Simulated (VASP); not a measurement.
Level of theory: PBE GGA, VASP's PBE PAW potentials (set 64) (plane waves; VASP).

A VASP calculation is set up with these files.

### POSCAR
```
IrSe2
1
    4.9961030000     0.0000000000     0.0000000000
    0.0000000000     6.0977050000     0.0000000000
    0.0000000000     0.0000000000     3.8065970000
Ir Se
2 4
Direct
 -0.0034270000   0.0019950000  -0.0140870000
  0.4990440000   0.4945620000   0.5036820000
  0.2112610000   0.3754310000   0.0024850000
  0.7041290000   0.1192380000   0.5186280000
  0.3008050000   0.8827040000   0.4879450000
  0.7881890000   0.6260700000   0.0013480000
```

KPOINTS:
```
Automatic mesh
0
Gamma
3 2 3
0 0 0
```

### INCAR
```
! general
SYSTEM  = IrSe2
PREC    = Accurate
ENCUT   = 300
LREAL   = .False.
LASPH   = .True.

! electronic loop
EDIFF   = 1E-6
NELM    = 100
ALGO    = Normal
LMAXMIX = 6

! smearing
ISMEAR  = -1
SIGMA   = 0.136

! functional
GGA     = PE

! ions
ISIF    = 2

! output
LWAVE   = .False.
LCHARG  = .False.
```

POTCAR, in this order: Ir Se (PBE.64 set). Program: vasp_std.

Output of the run:

**OSZICAR**
```
       N       E                     dE             d eps       ncg     rms          rms(c)
DAV:   1     0.239823558450E+03    0.23982E+03   -0.13354E+04   508   0.960E+02
DAV:   2    -0.121559549318E+02   -0.25198E+03   -0.24716E+03   574   0.314E+02
DAV:   3    -0.329854000163E+02   -0.20829E+02   -0.20129E+02   671   0.795E+01
DAV:   4    -0.336589642634E+02   -0.67356E+00   -0.66778E+00   656   0.158E+01
DAV:   5    -0.336789168874E+02   -0.19953E-01   -0.19816E-01   741   0.216E+00    0.200E+01
DAV:   6    -0.332647994676E+02    0.41412E+00   -0.53212E+00   780   0.198E+01    0.103E+01
DAV:   7    -0.331196763543E+02    0.14512E+00   -0.29149E+00   764   0.152E+01    0.629E+00
DAV:   8    -0.329961876132E+02    0.12349E+00   -0.87530E-01   767   0.841E+00    0.136E+00
DAV:   9    -0.329706836283E+02    0.25504E-01   -0.18286E-01   766   0.381E+00    0.310E-01
DAV:  10    -0.329709554134E+02   -0.27179E-03   -0.91375E-03   638   0.623E-01    0.163E-01
DAV:  11    -0.329709901016E+02   -0.34688E-04   -0.13405E-03   696   0.306E-01    0.440E-02
DAV:  12    -0.329710235944E+02   -0.33493E-04   -0.12426E-04   736   0.106E-01    0.204E-02
DAV:  13    -0.329710312582E+02   -0.76638E-05   -0.14946E-05   608   0.319E-02    0.815E-03
DAV:  14    -0.329710326205E+02   -0.13624E-05   -0.38490E-06   528   0.122E-02    0.251E-03
DAV:  15    -0.329710325618E+02    0.58737E-07   -0.62849E-07   352   0.482E-03
   1 F= -.32971033E+02 E0= -.32829727E+02  d E =-.282611E+00
```

### OUTCAR
```
------------------------ aborting loop because EDIFF is reached ----------------------------------------
  FORCE on cell =-STRESS in cart. coord.  units (eV):
  Direction    XX          YY          ZZ          XY          YZ          ZX
  --------------------------------------------------------------------------------------
  Total        4.1525235      1.2070936      2.5745542      0.1210136     -0.3413564      1.1185189
  in kB       57.3704142     16.6769579     35.5695131      1.6718986     -4.7161103     15.4532278
  external PRESSURE =      36.5389617 kB  Pullay stress =       0.0000000 kB
  volume of cell :      115.97
      direct lattice vectors                 reciprocal lattice vectors
     4.996103000  0.000000000  0.000000000     0.200156002  0.000000000  0.000000000
     0.000000000  6.097705000  0.000000000     0.000000000  0.163996126  0.000000000
     0.000000000  0.000000000  3.806597000     0.000000000  0.000000000  0.262701831
 POSITION                                       TOTAL-FORCE (eV/Angst)
 -----------------------------------------------------------------------------------
      4.97898      0.01216      3.75297         0.416473     -0.112600      0.891194
      2.49328      3.01569      1.91731         0.137350      0.359421      0.002337
      1.05548      2.28927      0.00946         0.408844     -0.288190     -0.034774
      3.51790      0.72708      1.97421         0.910413      0.731141     -0.915618
      1.50285      5.38247      1.85741        -1.320773     -0.832290      0.042492
      3.93787      3.81759      0.00513        -0.552308      0.142519      0.014368
 -----------------------------------------------------------------------------------
    total drift:                                0.000038      0.000028     -0.000009
  FREE ENERGIE OF THE ION-ELECTRON SYSTEM (eV)
  ---------------------------------------------------
  free  energy   TOTEN  =       -32.9710325618 eV

  energy  without entropy=      -32.6884210906  energy(sigma->0) =      -32.82972683
```
(Selected blocks of OUTCAR.)

At this cut-off the stress carries a Pulay error, which pulls relaxed volumes low.

The structure was generated: IrSe2 was put into an ordered model structure, which need not be its known phase. The cell was not relaxed at this level, atoms are displaced from their ideal sites. The k-mesh is coarse (spacing up to 0.55 per Å, 2π included), so the numbers may not be converged in it.
